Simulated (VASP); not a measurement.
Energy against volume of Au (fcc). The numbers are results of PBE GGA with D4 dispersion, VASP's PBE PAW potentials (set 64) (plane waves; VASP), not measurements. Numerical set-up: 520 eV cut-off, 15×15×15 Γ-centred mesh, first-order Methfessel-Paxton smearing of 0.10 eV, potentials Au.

| V (Å³/atom) | E (eV/atom) |
|---|---|
| 16.765 | -3.86831 |
| 17.284 | -3.87712 |
| 17.802 | -3.87016 |
| 18.321 | -3.85024 |

Q: Fit these four points and predict the energy of the run at 16.247 Å³/atom.

A: A cubic in V^(−2/3), the third-order Birch-Murnaghan form, passes through the four points with V0 = 17.30 Å³/atom and B0 = 161 GPa, and gives -3.8403 eV/atom there. The run gave -3.8403 eV/atom, +0.0 meV/atom from the fit; all five points give B0 = 161 GPa.

The compound is Au in the fcc structure. It was relaxed first.
